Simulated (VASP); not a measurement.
Given:

```
CELL_PARAMETERS angstrom
      1.86660    -3.23305     0.00000
      1.86660     3.23305     0.00000
      0.00000     0.00000     5.93640
ATOMIC_POSITIONS crystal
  Zr 0.00000 0.00000 0.00000
  S  0.33333 0.66667 0.25000
  S  0.66667 0.33333 0.75000
```

Calculation: revPBE GGA, VASP's PBE PAW potentials (set 64) (plane waves; VASP). Settings: 400 eV cut-off, 6×6×4 Γ-centred mesh, Gaussian smearing of 0.050 eV, potentials Zr_sv S.

Give the force on each atom (eV/Å).

| atom | Fx | Fy | Fz |
|---|---|---|---|
| Zr1 | 0.000 | 0.000 | 0.000 |
| S2 | 0.000 | 0.000 | -0.633 |
| S3 | 0.000 | 0.000 | 0.633 |

Give the stress tensor in GPa (positive for a compressed cell).

```
-2.54   0.00   0.00
 0.00  -2.54   0.00
 0.00   0.00  -1.41
```
The pressure is its mean diagonal, -2.16 GPa.

The compound is ZrS2 in the 1T layered structure. The cell was not relaxed at this level. The run is one of a series of settings (GGA = RE against the base run), some of them coarse on purpose.
